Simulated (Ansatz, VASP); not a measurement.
# Sn2C: VASP beside Ansatz

Wanted: the spread between two codes on one cell, functional and k mesh. The cell is generated by rule, not measured, and may not be a known phase. The cell is taken from a series of runs on this material, whose earlier steps may have relaxed, scaled, displaced or heated it; both programs get it as it stands.

Method: plane waves, with VASP 6.6.1 beside it; PBEsol, in Ansatz 0.2.0.

The structure was built from a prototype and need not be the compound's stable phase.

## 1. The starting structure

It takes space group Fm-3m (No. 225, cubic). The conventional cell has a = 6.256 Å, b = 6.256 Å, c = 6.256 Å, α = 90.00°, β = 90.00°, γ = 90.00°. Nearest to C lie 8 Sn at 2.71 Å. Sn has 4 C at 2.71 Å nearest. Farther neighbours are not listed.

## 2. Ansatz: zone-centre phonons, PBEsol

Ansatz runs on its default PAW (the set named soft_2) files.

Second derivatives magnify differences that forces hide, and they need a tight electronic threshold.

File input.yaml:

```yaml
crystal:
  lattice:
    - [0.0, 3.1280718686, 3.1280718686]
    - [3.1280718686, 0.0, 3.1280718686]
    - [3.1280718686, 3.1280718686, 0.0]
  atoms:
    - { symbol: C, position: [0.0, 0.0, 0.0] }
    - { symbol: Sn, position: [0.25, 0.25, 0.25] }
    - { symbol: Sn, position: [0.75, 0.75, 0.75] }
kpoints:
  mp_grid: { grid: [12, 12, 12] }
hamiltonian:
  xc: pbesol
scf:
  occupations: { method: methfessel_paxton, width: 0.2 }
output:
  eigenvalues: true
phonons:
  method: dfpt
```

The run is started by

```sh
$ ansatz run input.yaml --threads 4 --pin off --max-ram 7168MiB --backend cpu --events-out ev --progress --plain --runs-dir out
```

Numbers of over 12 decimals in the logs are rounded to 6 here.

What it wrote:

```text
zone centre: on kpoints.mp_grid the ground state, and the responses unless they are solved on pairs of k-points, stand on 163 of the mesh's 1728 k-points, reduced under 8 symmetry operations, with k and −k counted as one. Each operation leaves every solved displacement unchanged or reverses it
Engine: ansatz 0.2.0, aarch64-unknown-linux-gnu
Pseudopotentials: kind: paw
Pseudopotential: C, paw, valence charge 4, recommended cutoff 420 eV (normal), C.paw.azcp
Pseudopotential: Sn, paw, valence charge 14, recommended cutoff 420 eV (normal), Sn.paw.azcp
Functional definition: PBEsol
  exchange = pbesol_x
  correlation = pbesol_c
Crystal: 3 atoms, lattice volume = 61.215 Å³
Basis set: ecut = 420 eV, 1243 PW (Γ), exchange–correlation on 60×60×60 points (8 copies of the dense FFT grid, shifted against one another)
Bands: 20, of which v1, the nominal top of the filled ones, is band 16 counted from 1 (15 counted from 0)
Symmetry: 48 space group operations
k-points: 163 of 1728 (irreducible under 8 space group operations, time reversal used)
Non-local potential: C, projectors of the file, l = 0: 2, l = 1: 2, l = 2: 1
Non-local potential: Sn, projectors of the file, l = 0: 2, l = 1: 2, l = 2: 2, l = 3: 2
PAW form: soft (Blöchl's): semilocal exchange-correlation on the pseudo side does not see the compensation charge
PAW frozen core: C, regenerated for the run's functional, and the local potential with it (the file was generated under x = pbe(κ = 0.804, μ = 0.219515), c = pbe(β = 0.066725))
PAW frozen core: Sn, regenerated for the run's functional, and the local potential with it (the file was generated under x = pbe(κ = 0.804, μ = 0.219515), c = pbe(β = 0.066725))
PAW one-centre angular grid: C, 110 points (default); XC on 64 Gauss nodes
PAW one-centre angular grid: Sn, 590 points (default); XC on 64 Gauss nodes
Initial density: superposition of atomic densities (neutral atoms: chi_scale 0, normalization atom), corrected by the library's trained network
Initial wavefunctions: pseudopotential atomic-orbital guess
Functional: x = pbesol(κ = 0.804, μ = 0.123457), c = pbesol(β = 0.046)
SCF iter   1: F=—  HF=-12142.222391 eV  |F-HF|=—  |Δ(HF+E_count)|=         —  Δρ=1.18e-2  dr2=1.53e-1  ethr=1.77e-3  ⟨swp⟩=5.4  Hψ=15224  notcnv=0
preconditioner: auto → Kerker (q_TF=auto, 2.449 Å⁻¹)  [metal: Δε(μ)=0.052 eV  Ē_g=17.831 eV  σ=0.200 eV  W_gap=0.21  n_scr=14 (ndim 8)  ℏωp=26.8 eV  f_vac=0.000  D(μ)=0.59/eV (n_scr^D=0)]
SCF iter   2: F=—  HF=-12142.191047 eV  |F-HF|=—  |Δ(HF+E_count)|=   3.13e-2  S|Δr|=    0.00e0  Δρ=2.38e-3  dr2=3.96e-3  ethr=4.80e-4  ⟨swp⟩=1.0  Hψ=4571  notcnv=0
SCF iter   3: F=—  HF=-12142.190280 eV  |F-HF|=—  |Δ(HF+E_count)|=   7.67e-4  S|Δr|=    0.00e0  Δρ=1.11e-3  dr2=5.37e-4  ethr=1.24e-5  ⟨swp⟩=2.5  Hψ=5607  notcnv=0
SCF iter   4: F=—  HF=-12142.190232 eV  |F-HF|=—  |Δ(HF+E_count)|=   4.75e-5  S|Δr|=    0.00e0  Δρ=2.71e-4  dr2=5.69e-5  ethr=1.68e-6  ⟨swp⟩=1.0  Hψ=3260  notcnv=0
SCF iter   5: F=—  HF=-12142.190230 eV  |F-HF|=—  |Δ(HF+E_count)|=   2.45e-6  S|Δr|=    0.00e0  Δρ=7.93e-5  dr2=6.77e-6  ethr=1.78e-7  ⟨swp⟩=1.8  Hψ=4001  notcnv=0
SCF iter   6: F=—  HF=-12142.190232 eV  |F-HF|=—  |Δ(HF+E_count)|=   2.13e-6  S|Δr|=    0.00e0  Δρ=2.60e-5  dr2=1.00e-6  ethr=2.12e-8  ⟨swp⟩=2.0  Hψ=4177  notcnv=0
SCF iter   7: F=—  HF=-12142.190232 eV  |F-HF|=—  |Δ(HF+E_count)|=   1.84e-7  S|Δr|=    0.00e0  Δρ=7.67e-6  dr2=3.72e-8  ethr=3.13e-9  ⟨swp⟩=2.0  Hψ=4047  notcnv=0
SCF iter   8: F=—  HF=-12142.190232 eV  |F-HF|=—  |Δ(HF+E_count)|=   6.09e-9  S|Δr|=    0.00e0  Δρ=1.05e-6  dr2=5.54e-10  ethr=1.16e-10  ⟨swp⟩=2.7  Hψ=5686  notcnv=0
SCF iter   9: F=-12142.190232 eV  HF=-12142.190232 eV  |F-HF|=5.46e-12  |Δ(HF+E_count)|=  2.36e-11  S|Δr|=    0.00e0  Δρ=1.35e-7  dr2=9.88e-12  ethr=1.00e-12  ⟨swp⟩=4.5  Hψ=16266  notcnv=0
SCF 1 converged in 9 iterations: F = -12142.190232 eV  dr2 = 9.88e-12
  greatest PAW one-centre occupation: 0.992 electrons in one spin orbital (limit 2), on the Sn atom at site 2 (counted from 0), in its partial waves of l = 2
DFPT response loops at Γ: preconditioner auto → Kerker (q_TF=auto, 2.449 Å⁻¹) (partly filled bands, converged f_vac=0.000); β = 1.00, the filter's whole step (`scf.mixing.beta` (0.50) is not read by the response loops under this deck's `scf.mixing.preconditioner`; to damp them name `kerker` or `kerker_dos`, under which they read `scf.mixing.beta`, and type it under 1.00, their step now; both keys bind the ground state too); Broyden in place of MSR1
SCF converged after 9 iterations
Stability not checked: this state was not tested for a lower state beside it, because cold or Methfessel-Paxton smearing, or corrected tetrahedra, fill the levels in a way that the test cannot read (fill_not_monotonic; see scf.lower_state_search)
Free energy (F): -12142.190232 eV
Harris-Foulkes:  -12142.190232 eV  (|F-HF|=5.46e-12)
Internal energy: -12142.192581 eV  (E = F + TS)
E sigma→0 (E₀):  -12142.190819 eV
Entropy (-TS):   0.002349 eV (0.783 meV/atom)
Fermi energy:    10.861168 eV
--- Per-component energies (eV) ---
  E_band       = -149.989785
  E_kinetic    = 451.661420
  E_local      = -1760.041864  (includes V_loc(G=0)·N_el)
  E_nonlocal   = -33.234553
  E_hartree    = 1075.957728
  E_xc         = -805.586827
  E_vxc        = -251.933816  (∫ρ·V_xc dr)
  E_paw        = -8220.409745  (= ΣΔE_a)
  E_vpaw       = -708.356499  (= ΣTr[D̂ρ^β])
  E_aug_tail   = 0.000001  (compensation charges beyond the density's cutoff)
  E_ewald      = -2851.129522
  E_core_change = 0.590780  (= ΣΔE_core)
  E_smearing   = 0.002349  (= −TS)
  E_closure    = 0.000000  (closes the sum)
  Σ components = -12142.190232   (vs F -12142.190232, Δ=0.00e0)
--- Band table (eV; the first three rows and the last of 163) ---
  k-point 0: bands = [... 12 lower, 8.9630, 8.9630, 8.9630, 8.9972, 10.1785, 10.1785, 10.1785, 15.5057]
  k-point 1: bands = [... 12 lower, 8.0411, 8.8062, 8.8062, 9.1663, 10.3832, 10.3832, 11.1900, 15.2203]
  k-point 2: bands = [... 12 lower, 6.9360, 8.5195, 8.5195, 9.6762, 10.7748, 10.7748, 12.3983, 14.7711]
  k-point 162: bands = [... 12 lower, 2.9053, 5.5280, 10.3992, 10.3992, 10.4952, 11.7341, 14.7453, 14.7453]
--- Phonons (Γ-DFPT): 2 representative perturbations + reference, on 163 of 1728 k-points (Σ response iterations 6) ---
  k mesh reduced under 8 symmetry operations, with k and −k counted as one. Each operation leaves every solved displacement unchanged or reverses it
  ASR residual: 4.471e-5 → 0.000e0 eV/Å²; symmetrization residual: 6.240e-7 eV/Å²
  ASR residual per site (eV/Å²): 4.47e-5 3.86e-5 3.86e-5
  Γ frequencies (cm⁻¹): -89.26 -89.26 -89.26 0.00 0.00 0.00 125.56 125.56 125.56
  non-analytic LO–TO correction: not included (Born effective charges unavailable; polar crystals: no LO–TO splitting at Γ)
```

In the SCF lines HF is the Harris–Foulkes energy and dr2 the Hartree energy of the density residual, in eV; the loop may stop once dr2 is under the threshold and the program's other checks hold. Hψ counts applications of the Hamiltonian.

[end of part 1 of 2]

[Lines on the potential files, build, host, timing and source positions are cut from VASP's logs without a mark.]

[Logs are printed without paths, hosts, clocks, repeated set-up lines and the standing remarks that a program may print on its own settings, such as how far it seeks lower states.]

[Hosts, paths, dates, database ids (printed as entryN), source tags and the programs' standing remarks are cut or masked in the printed files.]
